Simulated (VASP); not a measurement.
All values below come from PBEsol GGA, VASP's PBE PAW potentials (set 64) (plane waves; VASP).

A VASP calculation is set up with these files.

INCAR:
```
SYSTEM = ZnSe
PREC = Accurate
ENCUT = 500
EDIFF = 1E-6
NELM = 100
ALGO = Normal
LREAL = .FALSE.
LASPH = .TRUE.
ISMEAR = 0
SIGMA = 0.05
GGA = PS
LMAXMIX = 4
LWAVE = .FALSE.
LCHARG = .FALSE.
IBRION = 2
ISIF = 3
NSW = 40
EDIFFG = -0.02
```

### KPOINTS
```
Automatic
0
gamma
8 8 8
0 0 0
```

POSCAR:
```
ZnSe
1.0
  0.0000000000   2.8173442065   2.8173442065
  2.8173442065   0.0000000000   2.8173442065
  2.8173442065   2.8173442065   0.0000000000
Zn Se
1 1
Direct
  0.0000000000   0.0000000000   0.0000000000
  0.2500000000   0.2500000000   0.2500000000
```

POTCAR, in this order: Zn Se (PBE.64 set). Program: vasp_std.

Output of the run:

### OSZICAR
```
       N       E                     dE             d eps       ncg     rms          rms(c)
DAV:   1     0.837632077524E+02    0.83763E+02   -0.87011E+03   754   0.151E+03
DAV:   2    -0.166302889352E+01   -0.85426E+02   -0.82288E+02   799   0.269E+02
DAV:   3    -0.702606707507E+01   -0.53630E+01   -0.53347E+01   919   0.680E+01
DAV:   4    -0.707787530992E+01   -0.51808E-01   -0.51790E-01   819   0.726E+00
DAV:   5    -0.707813848118E+01   -0.26317E-03   -0.26317E-03   929   0.493E-01    0.503E+00
DAV:   6    -0.679208966397E+01    0.28605E+00   -0.81701E-01   948   0.336E+01    0.385E+00
DAV:   7    -0.677549910074E+01    0.16591E-01   -0.22639E-01   814   0.493E+00    0.166E+00
DAV:   8    -0.677332082588E+01    0.21783E-02   -0.38176E-03   894   0.673E-01    0.479E-01
DAV:   9    -0.677306906173E+01    0.25176E-03   -0.78196E-04   877   0.448E-01    0.668E-02
DAV:  10    -0.677311417686E+01   -0.45115E-04   -0.20671E-04   885   0.204E-01    0.218E-02
DAV:  11    -0.677311323685E+01    0.94001E-06   -0.27501E-05   907   0.809E-02    0.464E-03
DAV:  12    -0.677311331675E+01   -0.79909E-07   -0.74322E-06   864   0.207E-02
   1 F= -.67731133E+01 E0= -.67731133E+01  d E =-.677311E+01
       N       E                     dE             d eps       ncg     rms          rms(c)
DAV:   1    -0.677686450673E+01   -0.37513E-02   -0.48043E-02   909   0.482E+00    0.426E-01
DAV:   2    -0.677370273557E+01    0.31618E-02   -0.11479E-02   894   0.304E+00    0.157E-01
DAV:   3    -0.677331808817E+01    0.38465E-03   -0.40532E-04   799   0.195E-01    0.749E-02
DAV:   4    -0.677322133150E+01    0.96757E-04   -0.60144E-05   879   0.960E-02    0.287E-02
DAV:   5    -0.677320967241E+01    0.11659E-04   -0.14291E-05  1133   0.742E-02    0.249E-03
DAV:   6    -0.677320989122E+01   -0.21881E-06   -0.38028E-06   664   0.316E-02
   2 F= -.67732099E+01 E0= -.67732099E+01  d E =-.965745E-04
```

OUTCAR:
```
------------------------ aborting loop because EDIFF is reached ----------------------------------------
  FORCE on cell =-STRESS in cart. coord.  units (eV):
  Direction    XX          YY          ZZ          XY          YZ          ZX
  --------------------------------------------------------------------------------------
  Total       -0.0078316     -0.0078316     -0.0078316      0.0000000      0.0000000     -0.0000000
  in kB       -0.2793220     -0.2793220     -0.2793220      0.0000000      0.0000000     -0.0000000
  external PRESSURE =      -0.2793220 kB  Pullay stress =       0.0000000 kB
  volume of cell :       44.92
      direct lattice vectors                 reciprocal lattice vectors
    -0.000000000  2.821464173  2.821464173    -0.177212954  0.177212954  0.177212954
     2.821464173 -0.000000000  2.821464173     0.177212954 -0.177212954  0.177212954
     2.821464173  2.821464173  0.000000000     0.177212954  0.177212954 -0.177212954
  FREE ENERGIE OF THE ION-ELECTRON SYSTEM (eV)
  ---------------------------------------------------
  free  energy   TOTEN  =        -6.7732098912 eV

  energy  without entropy=       -6.7732098912  energy(sigma->0) =       -6.77320989

 reached required accuracy - stopping structural energy minimisation
```
(Selected blocks of OUTCAR.)

File CONTCAR:
```
ZnSe
   1.00000000000000
    -0.0000000000000000    2.8214641733612478    2.8214641733612478
     2.8214641733612478   -0.0000000000000000    2.8214641733612478
     2.8214641733612478    2.8214641733612478    0.0000000000000000
  Zn              Se
     1     1
Direct
     0.0000000000000000    0.0000000000000000    0.0000000000000000
     0.2500000000000000    0.2500000000000000    0.2500000000000000
```

### OUTCAR
```
 val. band max:        1.6010319508   @ k =   0.0000   0.0000   0.0000

 cond. band min:       2.8238407886   @ k =   0.0000   0.0000   0.0000


 Fermi energy:         1.8158259942

 k-point     1 :       0.0000    0.0000    0.0000
  band No.  band energies     occupation
      1     -11.7702      2.00000
      2      -5.0046      2.00000
      3      -5.0046      2.00000
      4      -5.0046      2.00000
      5      -4.6210      2.00000
      6      -4.6210      2.00000
      7       1.6010      2.00000
      8       1.6010      2.00000
      9       1.6010      2.00000
     10       2.8238      0.00000
     11       7.3284      0.00000
     12       7.3284      0.00000
     13       7.3284      0.00000

 k-point     2 :       0.1250    0.0000    0.0000
  band No.  band energies     occupation
      1     -11.6661      2.00000
      2      -4.9997      2.00000
      3      -4.9882      2.00000
      4      -4.9882      2.00000
      5      -4.6225      2.00000
      6      -4.6225      2.00000
      7       0.2422      2.00000
      8       1.4432      2.00000
      9       1.4432      2.00000
     10       3.8341      0.00000
     11       7.2651      0.00000
     12       7.5887      0.00000
     13       7.5887      0.00000

 k-point     3 :       0.2500    0.0000    0.0000
  band No.  band energies     occupation
      1     -11.3950      2.00000
      2      -4.9522      2.00000
      3      -4.9522      2.00000
      4      -4.9489      2.00000
      5      -4.6211      2.00000
      6      -4.6211      2.00000
      7      -1.5187      2.00000
      8       1.1077      2.00000
      9       1.1077      2.00000
     10       4.2886      0.00000
     11       7.9703      0.00000
     12       7.9703      0.00000
     13       8.1008      0.00000

 k-point     4 :       0.3750    0.0000    0.0000
  band No.  band energies     occupation
      1     -11.0893      2.00000
      2      -4.9235      2.00000
      3      -4.9235      2.00000
...
```

The structure was generated: ZnSe was put into the zinc blende type (F-43m), which need not be its known phase. This run relaxes it. Symmetry was kept, so distortions that lower it aren't found.
